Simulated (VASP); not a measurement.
An input for Ansatz (written as the equivalent of a VASP run, and not itself run):

Ansatz 0.2 input:
```yaml
crystal:
  lattice:
    - [2.4744170, 1.4286050, 4.3793780]
    - [-2.4744170, 1.4286050, 4.3793780]
    - [0.0000000, -2.8572110, 4.3793780]
  atoms:
    - { symbol: Li, position: [0.5000000, 0.5000000, 0.5000000] }
    - { symbol: As, position: [0.0000000, 0.0000000, 0.0000000] }
    - { symbol: F, position: [0.8881000, 0.6499770, 0.2292300] }
    - { symbol: F, position: [0.1119000, 0.3500230, 0.7707700] }
    - { symbol: F, position: [0.2292300, 0.8881000, 0.6499770] }
    - { symbol: F, position: [0.7707700, 0.1119000, 0.3500230] }
    - { symbol: F, position: [0.6499770, 0.2292300, 0.8881000] }
    - { symbol: F, position: [0.3500230, 0.7707700, 0.1119000] }
kpoints:
  mp_grid: { grid: [1, 1, 1] }
hamiltonian:
  xc: pbesol
  pseudopotentials: { kind: paw }
scf:
  occupations: { method: gaussian, width: 0.01 }
  max_iter: 100
output: { forces: true, stress: true, eigenvalues: true }
```

Q: Write the VASP files for the same calculation (PBEsol).

A: This is not unique; one that fits is 
### INCAR
```
# general
SYSTEM   =  LiAsF6
PREC     =  Accurate
ENCUT    =  400   # plane-wave cut-off (eV)
LREAL    =  F
LASPH    =  T   # aspherical one-centre terms

# electronic loop
EDIFF    =  1E-6   # SCF stop (eV)
NELM     =  100   # most electronic steps
ALGO     =  Normal
LMAXMIX  =  4   # l cut-off of mixed one-centre charges

# smearing
ISMEAR   =  0
SIGMA    =  0.01   # width (eV)

# functional
GGA      =  PS   # PBEsol

# ions
ISIF     =  2

# output
LWAVE    =  F
LCHARG   =  F
```

**POSCAR**
```
LiAsF6
8.7587560
  0.2825078128   0.1631059251   0.5000000000
 -0.2825078128   0.1631059251   0.5000000000
  0.0000000000  -0.3262119643   0.5000000000
Li As F
1 1 6
Cartesian
  0.0000000000  -0.0000000571   0.7500000000
  0.0000000000   0.0000000000   0.0000000000
  0.0672716079   0.1760919034   0.8836535000
 -0.0672716079  -0.1760920175   0.6163465000
 -0.1861359226  -0.0297871307   0.8836535000
  0.1861359226   0.0297870165   0.6163465000
  0.1188643147  -0.1463049745   0.8836535000
 -0.1188643147   0.1463048603   0.6163465000
```

**KPOINTS**
```
Automatic mesh
0
Gamma
1 1 1
0 0 0
```

POTCAR, in this order: Li_sv As F (PBE.64 set). Program: vasp_std.

Limits of the translation: each code has its own PAW files, so the cut-off isn't converted (ENCUT is set for VASP's; basis.ecutwfc is left out, and Ansatz then takes the one that its files recommend); Ansatz stops its SCF on the density residual and VASP on the energy change (EDIFF).

The structure comes from a computed database's LiAsF6 entry (R-3); how it stands against other phases isn't given here. The cell was not relaxed at this level. The k-mesh is coarse (spacing up to 1.54 per Å, 2π included), so the numbers may not be converged in it. The run is one of a series of settings (KPOINTS 1×1×1 Γ-centred mesh against the base run), some of them coarse on purpose.
